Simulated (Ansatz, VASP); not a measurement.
# Pd (Pd wire along [100], 24 atoms a period): VASP beside Ansatz, part 2 of 2

Wanted: the spread between two codes on one cell, functional and k mesh. The structure shown is the start of the Ansatz relaxation below; VASP solves that cell, so the two are compared at the walk's first step.

VASP 6.6.1 and Ansatz 0.2.0.

So far: Set-up; Ansatz: relaxation, PBE.

**3. VASP: single point, PBE, start cell**

Level of this step: PBE; plane waves and PAW (Pd) (VASP).

The same cell, functional, mesh and smearing now go to VASP, with its own data sets.

Lines of VASP's logs that name or quote its potential files are left out, and so is its time.

Contents of INCAR:

```
SYSTEM = Pd
PREC = Accurate
ENCUT = 400
EDIFF = 1E-06
NELM = 120
ISMEAR = -1
SIGMA = 0.05
LREAL = .FALSE.
ALGO = Normal
GGA = PE
NBANDS = 148
LASPH = .TRUE.
LORBIT = 11
LWAVE = .FALSE.
LCHARG = .FALSE.
ISIF = 2
GGA_COMPAT = .FALSE.
KPAR = 4
```

Contents of POSCAR:

```
Pd
1.0
   16.6500000000      0.0000000000      0.0000000000
    0.0000000000     16.6500000000      0.0000000000
    0.0000000000      0.0000000000      3.9400000000
Pd
24
Direct
    0.2042042042      0.4408408408      0.0000000000
    0.3225225225      0.3225225225      0.0000000000
    0.3225225225      0.5591591592      0.0000000000
    0.4408408408      0.2042042042      0.0000000000
    0.4408408408      0.4408408408      0.0000000000
    0.4408408408      0.6774774775      0.0000000000
    0.5591591592      0.3225225225      0.0000000000
    0.5591591592      0.5591591592      0.0000000000
    0.5591591592      0.7957957958      0.0000000000
    0.6774774775      0.4408408408      0.0000000000
    0.6774774775      0.6774774775      0.0000000000
    0.7957957958      0.5591591592      0.0000000000
    0.2042042042      0.5591591592      0.5000000000
    0.3225225225      0.4408408408      0.5000000000
    0.3225225225      0.6774774775      0.5000000000
    0.4408408408      0.3225225225      0.5000000000
    0.4408408408      0.5591591592      0.5000000000
    0.4408408408      0.7957957958      0.5000000000
    0.5591591592      0.2042042042      0.5000000000
    0.5591591592      0.4408408408      0.5000000000
    0.5591591592      0.6774774775      0.5000000000
    0.6774774775      0.3225225225      0.5000000000
    0.6774774775      0.5591591592      0.5000000000
    0.7957957958      0.4408408408      0.5000000000
```

Contents of KPOINTS:

```
Automatic mesh
0
Gamma
1 1 21
0 0 0
```

The projector-augmented-wave data sets are Pd (PBE family, release 64).

On the command line:

```bash
mpirun -np 4 vasp_std
```

Numbers of over 12 decimals in the logs are rounded to 6 here.

The program printed:

```text
[banner, memory and clock lines left out]
running    4 mpi-ranks, on    1 nodes
 distrk:  each k-point on    1 cores,    4 groups
 distr:  one band on    1 cores,    1 groups

 POSCAR found type information on POSCAR Pd
 POSCAR found :  1 types and      24 ions
|                                                                             |
|               ----> ADVICE to this user running VASP <----                  |
|                                                                             |
|     You have a (more or less) 'large supercell' and for larger cells it     |
|     might be more efficient to use real-space projection operators.         |
|     Therefore, try LREAL= Auto in the INCAR file.                           |
|     Mind: For very accurate calculation, you might also keep the            |
|     reciprocal projection scheme (i.e. LREAL=.FALSE.).                      |
|                                                                             |

 LDA part: xc-table for (Slater+PW92), standard interpolation
 POSCAR, INCAR and KPOINTS ok, starting setup
 FFT: planning ... GRIDC
 FFT: planning ... GRID_SOFT
 FFT: planning ... GRID
 WAVECAR not read
 entering main loop
       N       E                     dE             d eps       ncg     rms          rms(c)
DAV:   1     0.133625719920E+04    0.13363E+04   -0.91704E+04  3272   0.112E+03
DAV:   2    -0.287120785566E+02   -0.13650E+04   -0.12601E+04  3728   0.259E+02
DAV:   3    -0.113241756233E+03   -0.84530E+02   -0.75209E+02  3784   0.583E+01
DAV:   4    -0.116200524461E+03   -0.29588E+01   -0.28645E+01  3916   0.107E+01
DAV:   5    -0.116281564804E+03   -0.81040E-01   -0.80919E-01  3980   0.185E+00    0.264E+01
DAV:   6    -0.111036528763E+03    0.52450E+01   -0.15580E+01  3364   0.115E+01    0.140E+01
DAV:   7    -0.118487633266E+03   -0.74511E+01   -0.13024E+01  3832   0.221E+01    0.248E+01
DAV:   8    -0.111626220983E+03    0.68614E+01   -0.14783E+01  3636   0.225E+01    0.119E+01
DAV:   9    -0.110826411982E+03    0.79981E+00   -0.52248E+00  3592   0.118E+01    0.954E+00
DAV:  10    -0.110308118967E+03    0.51829E+00   -0.21545E+00  3496   0.717E+00    0.356E+00
DAV:  11    -0.110185203623E+03    0.12292E+00   -0.23248E-01  3448   0.268E+00    0.178E+00
DAV:  12    -0.110153090801E+03    0.32113E-01   -0.64669E-02  3440   0.144E+00    0.107E+00
DAV:  13    -0.110159634272E+03   -0.65435E-02   -0.61171E-02  3552   0.111E+00    0.144E+00
DAV:  14    -0.110144758923E+03    0.14875E-01   -0.30906E-02  3452   0.888E-01    0.201E-01
[...]
DAV:  21    -0.110148906647E+03   -0.12514E-03   -0.30308E-05  3392   0.230E-02    0.125E-02
DAV:  22    -0.110148959901E+03   -0.53253E-04   -0.17344E-05  3612   0.125E-02    0.112E-02
DAV:  23    -0.110149079002E+03   -0.11910E-03   -0.11443E-05  3068   0.142E-02    0.792E-03
DAV:  24    -0.110149129713E+03   -0.50711E-04   -0.40482E-06  2596   0.471E-03    0.577E-03
DAV:  25    -0.110149153393E+03   -0.23679E-04   -0.23885E-06  2400   0.428E-03    0.106E-03
DAV:  26    -0.110149158360E+03   -0.49673E-05   -0.37928E-07  2080   0.130E-03    0.958E-04
DAV:  27    -0.110149159384E+03   -0.10236E-05   -0.85995E-08  1940   0.462E-04    0.850E-04
DAV:  28    -0.110149159799E+03   -0.41544E-06   -0.61155E-08  1856   0.728E-04
   1 F= -.11014916E+03 E0= -.10986834E+03  d E =-.561641E+00
```

OUTCAR, selected parts (step 3):

```text
ion  position               nearest neighbor table
   1  0.204  0.441  0.000-   2 2.79  14 2.79  14 2.79   3 2.79  13 2.79  13 2.79
   2  0.323  0.323  0.000-   1 2.79   4 2.79   5 2.79  14 2.79  16 2.79  14 2.79  16 2.79
   3  0.323  0.559  0.000-   6 2.79  13 2.79  15 2.79  17 2.79  13 2.79  15 2.79  17 2.79   5 2.79
                             1 2.79  14 2.79  14 2.79
   4  0.441  0.204  0.000-   2 2.79  16 2.79  16 2.79   7 2.79  19 2.79  19 2.79
   5  0.441  0.441  0.000-   2 2.79  14 2.79  16 2.79  14 2.79  16 2.79   3 2.79   7 2.79  17 2.79
                            20 2.79  17 2.79  20 2.79   8 2.79
   6  0.441  0.677  0.000-   3 2.79  15 2.79  17 2.79  18 2.79  15 2.79  17 2.79  18 2.79   8 2.79
                             9 2.79  21 2.79  21 2.79
   7  0.559  0.323  0.000-  10 2.79  19 2.79  20 2.79  22 2.79  19 2.79  20 2.79  22 2.79   5 2.79
                             4 2.79  16 2.79  16 2.79
   8  0.559  0.559  0.000-  11 2.79  21 2.79  23 2.79  21 2.79  23 2.79  10 2.79   6 2.79  17 2.79
                            20 2.79  17 2.79  20 2.79   5 2.79
   9  0.559  0.796  0.000-  11 2.79  21 2.79  21 2.79   6 2.79  18 2.79  18 2.79
  10  0.677  0.441  0.000-   7 2.79  20 2.79  22 2.79  24 2.79  20 2.79  22 2.79  24 2.79   8 2.79
                            12 2.79  23 2.79  23 2.79
  11  0.677  0.677  0.000-   8 2.79   9 2.79  12 2.79  21 2.79  23 2.79  21 2.79  23 2.79
  12  0.796  0.559  0.000-  11 2.79  23 2.79  23 2.79  10 2.79  24 2.79  24 2.79
  13  0.204  0.559  0.500-  15 2.79   3 2.79   3 2.79  14 2.79   1 2.79   1 2.79
  14  0.323  0.441  0.500-  16 2.79   2 2.79   5 2.79   1 2.79   1 2.79   2 2.79   5 2.79  17 2.79
                            13 2.79   3 2.79   3 2.79
  15  0.323  0.677  0.500-  13 2.79  17 2.79  18 2.79   6 2.79   3 2.79   3 2.79   6 2.79
  16  0.441  0.323  0.500-  14 2.79   4 2.79   5 2.79   2 2.79   2 2.79   4 2.79   5 2.79  20 2.79
                            19 2.79   7 2.79   7 2.79
  17  0.441  0.559  0.500-  15 2.79   6 2.79   3 2.79   3 2.79   6 2.79  14 2.79  21 2.79   8 2.79
                             5 2.79   5 2.79   8 2.79  20 2.79
  18  0.441  0.796  0.500-  15 2.79   6 2.79   6 2.79  21 2.79   9 2.79   9 2.79
  19  0.559  0.204  0.500-  22 2.79   7 2.79   7 2.79  16 2.79   4 2.79   4 2.79
  20  0.559  0.441  0.500-  22 2.79  10 2.79   7 2.79   7 2.79  10 2.79  16 2.79  23 2.79   5 2.79
                             5 2.79   8 2.79   8 2.79  17 2.79
  21  0.559  0.677  0.500-  23 2.79   9 2.79  11 2.79   8 2.79   8 2.79   9 2.79  11 2.79  17 2.79
                            18 2.79   6 2.79   6 2.79
  22  0.677  0.323  0.500-  19 2.79  20 2.79  24 2.79  10 2.79   7 2.79   7 2.79  10 2.79
  23  0.677  0.559  0.500-  21 2.79  11 2.79  12 2.79   8 2.79   8 2.79  11 2.79  12 2.79  24 2.79
                            20 2.79  10 2.79  10 2.79
  24  0.796  0.441  0.500-  22 2.79  10 2.79  10 2.79  23 2.79  12 2.79  12 2.79

  LATTYP: Found a simple tetragonal cell.
 ALAT       =    16.6500000000
 C/A-ratio  =     0.2366366366

 Subroutine GETGRP returns: Found 16 space group operations
 (whereof  8 operations were pure point group operations)

The static configuration has the point symmetry D_2h.
 The point group associated with its full space group is D_4h.

 Found     11 irreducible k-points:

   k-points           NKPTS =     11   k-points in BZ     NKDIM =     11   number of bands    NBANDS=    148

   dimension x,y,z NGX =   112 NGY =  112 NGZ =   28
   dimension x,y,z NGXF=   224 NGYF=  224 NGZF=   56

   ENCUT  =  400.0 eV  29.40 Ry    5.42 a.u.  27.15 27.15  6.43*2*pi/ulx,y,z

   NELECT =     240.0000    total number of electrons

 k-points in reciprocal lattice and weights: Automatic mesh
   0.00000000  0.00000000  0.00000000       0.048
   0.00000000  0.00000000  0.04761905       0.095
   0.00000000  0.00000000  0.09523810       0.095
   0.00000000  0.00000000  0.14285714       0.095
   0.00000000  0.00000000  0.19047619       0.095
   0.00000000  0.00000000  0.23809524       0.095
   0.00000000  0.00000000  0.28571429       0.095
   0.00000000  0.00000000  0.33333333       0.095
   0.00000000  0.00000000  0.38095238       0.095
   0.00000000  0.00000000  0.42857143       0.095
   0.00000000  0.00000000  0.47619048       0.095

 average (electrostatic) potential at core
       1 -79.4532       2 -79.6120       3 -80.1793       4 -79.4532       5 -80.2954
       6 -80.1793       7 -80.1793       8 -80.2954       9 -79.4532      10 -80.1793
      11 -79.6120      12 -79.4532      13 -79.4532      14 -80.1793      15 -79.6120
      16 -80.1793      17 -80.2954      18 -79.4532      19 -79.4532      20 -80.2954
      21 -80.1793      22 -79.6120      23 -80.1793      24 -79.4532

 E-fermi :  -0.0802

 k-point     1 :       0.0000    0.0000    0.0000
  band No.  band energies     occupation
    ...
    115      -0.2430      1.92571
    116      -0.2430      1.92571
    117      -0.1557      1.63797
    118      -0.1557      1.63797
    119      -0.0520      0.72560
    120      -0.0216      0.47288
    121      -0.0216      0.47288
    122       0.0064      0.30046
    123       0.0064      0.30046
    124       0.0547      0.12615
    ...

 k-point     2 :       0.0000    0.0000    0.0476
  band No.  band energies     occupation
    ...
    117      -0.1622      1.67512
    118      -0.1622      1.67512
    119      -0.0613      0.81357
    120      -0.0283      0.52306
    121      -0.0283      0.52306
    122       0.0149      0.25974
    123       0.0149      0.25974
    124       0.0485      0.14159
    125       0.0485      0.14159
    126       0.0971      0.05607
    ...

 k-point     3 :       0.0000    0.0000    0.0952
  band No.  band energies     occupation
    ...
    118      -0.1626      1.67729
    119      -0.0910      1.10790
    120      -0.0493      0.70050
    121      -0.0493      0.70050
    122      -0.0299      0.53582
    123       0.0131      0.26786
    124       0.0131      0.26786
    125       0.0638      0.10620
    126       0.0638      0.10620
    127       0.0972      0.05598
    ...

  Total      -13.8058064    -13.8058064    -19.0758997     -0.0000000      0.0000000      0.0000000
  in kB      -20.2510555    -20.2510555    -27.9814951     -0.0000000      0.0000000      0.0000000
  external PRESSURE =     -22.8278687 kB  Pullay stress =       0.0000000 kB

  energy-cutoff  :      400.00
  volume of cell :     1092.26
      direct lattice vectors                 reciprocal lattice vectors
    16.650000000  0.000000000  0.000000000     0.060060060  0.000000000  0.000000000
     0.000000000 16.650000000  0.000000000     0.000000000  0.060060060  0.000000000
     0.000000000  0.000000000  3.940000000     0.000000000  0.000000000  0.253807107

 POSITION                                       TOTAL-FORCE (eV/Angst)
 -----------------------------------------------------------------------------------
      3.40000      7.34000      0.00000         0.582802      0.379768     -0.000000
      5.37000      5.37000      0.00000         0.344023      0.344023     -0.000000
      5.37000      9.31000      0.00000        -0.296996      0.260472      0.000000
      7.34000      3.40000      0.00000         0.379768      0.582802      0.000000
      7.34000      7.34000      0.00000        -0.011020     -0.011020      0.000000
      7.34000     11.28000      0.00000        -0.260472      0.296996      0.000000
      9.31000      5.37000      0.00000         0.260472     -0.296996      0.000000
      9.31000      9.31000      0.00000         0.011020      0.011020     -0.000000
      9.31000     13.25000      0.00000        -0.379768     -0.582802     -0.000000
     11.28000      7.34000      0.00000         0.296996     -0.260472      0.000000
     11.28000     11.28000      0.00000        -0.344023     -0.344023      0.000000
     13.25000      9.31000      0.00000        -0.582802     -0.379768      0.000000
      3.40000      9.31000      1.97000         0.582802     -0.379768     -0.000000
      5.37000      7.34000      1.97000        -0.296996     -0.260472      0.000000
      5.37000     11.28000      1.97000         0.344023     -0.344023      0.000000
      7.34000      5.37000      1.97000        -0.260472     -0.296996      0.000000
      7.34000      9.31000      1.97000        -0.011020      0.011020     -0.000000
      7.34000     13.25000      1.97000         0.379768     -0.582802      0.000000
      9.31000      3.40000      1.97000        -0.379768      0.582802     -0.000000
      9.31000      7.34000      1.97000         0.011020     -0.011020      0.000000
      9.31000     11.28000      1.97000         0.260472      0.296996      0.000000
     11.28000      5.37000      1.97000        -0.344023      0.344023     -0.000000
     11.28000      9.31000      1.97000         0.296996      0.260472      0.000000
     13.25000      7.34000      1.97000        -0.582802      0.379768      0.000000
 -----------------------------------------------------------------------------------
    total drift:                               -0.000000     -0.000000      0.000000

  FREE ENERGIE OF THE ION-ELECTRON SYSTEM (eV)
  ---------------------------------------------------
  free  energy   TOTEN  =      -110.1491597990 eV

  energy  without entropy=     -109.5875191245  energy(sigma->0) =     -109.86833946

 total charge
# of ion       s       p       d       tot
------------------------------------------
    1        0.387   0.202   8.573   9.161
    2        0.409   0.243   8.531   9.184
    3        0.460   0.407   8.433   9.300
    4        0.387   0.202   8.573   9.161
    5        0.469   0.436   8.447   9.352
    6        0.460   0.407   8.433   9.300
    7        0.460   0.407   8.433   9.300
    8        0.469   0.436   8.447   9.352
    9        0.387   0.202   8.573   9.161
   10        0.460   0.407   8.433   9.300
   11        0.409   0.243   8.531   9.184
   12        0.387   0.202   8.573   9.161
   13        0.387   0.202   8.573   9.161
   14        0.460   0.407   8.433   9.300
   15        0.409   0.243   8.531   9.184
   16        0.460   0.407   8.433   9.300
   17        0.469   0.436   8.447   9.352
   18        0.387   0.202   8.573   9.161
   19        0.387   0.202   8.573   9.161
   20        0.469   0.436   8.447   9.352
   21        0.460   0.407   8.433   9.300
   22        0.409   0.243   8.531   9.184
   23        0.460   0.407   8.433   9.300
   24        0.387   0.202   8.573   9.161
--------------------------------------------------
tot         10.282   7.591 203.963 221.836

[... 3 further parts left out ...]
```

**4. Comparison**

Known differences besides the potentials themselves: the data sets hold 432 valence electrons in Ansatz (on its PAW soft_1 files) and 240 in VASP; the cutoff is 420 eV in Ansatz and 400 eV in VASP. Total energies have different zeros and are not compared.

Forces on 7 of the 24 atoms, those with the largest forces and the largest differences (eV/Å; atoms numbered as in POSCAR):

```
atom         Ansatz x, y, z           VASP x, y, z
 Pd1    0.575, 0.372, 0.000    0.583, 0.380, 0.000
 Pd4    0.372, 0.575, 0.000    0.380, 0.583, 0.000
 Pd9  -0.372, -0.575, 0.000  -0.380, -0.583, 0.000
Pd12  -0.575, -0.372, 0.000  -0.583, -0.380, 0.000
Pd13   0.575, -0.372, 0.000   0.583, -0.380, 0.000
Pd19   -0.372, 0.575, 0.000   -0.380, 0.583, 0.000
Pd24   -0.575, 0.372, 0.000   -0.583, 0.380, 0.000
```

The forces differ by 4.6 meV/Å r.m.s., which is 1.6 % of the r.m.s. force of 0.290 eV/Å (both taken over all components).

**5. What came out**

| Item | Value |
| --- | --- |
| r.m.s. force difference (single point, PBE, start cell) | 1.6 % of the r.m.s. force |

In words: The r.m.s. force difference is 1.6 % of the r.m.s. force (single point, PBE, start cell), within the 3 % picked in this series as the mark of a large difference. The data sets hold unlike numbers of valence electrons (432 in Ansatz and 240 in VASP), so part of the differences comes from the potentials. Such differences can come from data sets, numerical settings and the points named under the comparisons, not from the functional's error against experiment.

[Lines on the potential files, build, host, timing and source positions are cut from VASP's logs without a mark.]

[Logs are printed without paths, hosts, clocks, repeated set-up lines and the standing remarks that a program may print on its own settings, such as how far it seeks lower states.]

[Hosts, paths, dates, database ids (printed as entryN), source tags and the programs' standing remarks are cut or masked in the printed files.]
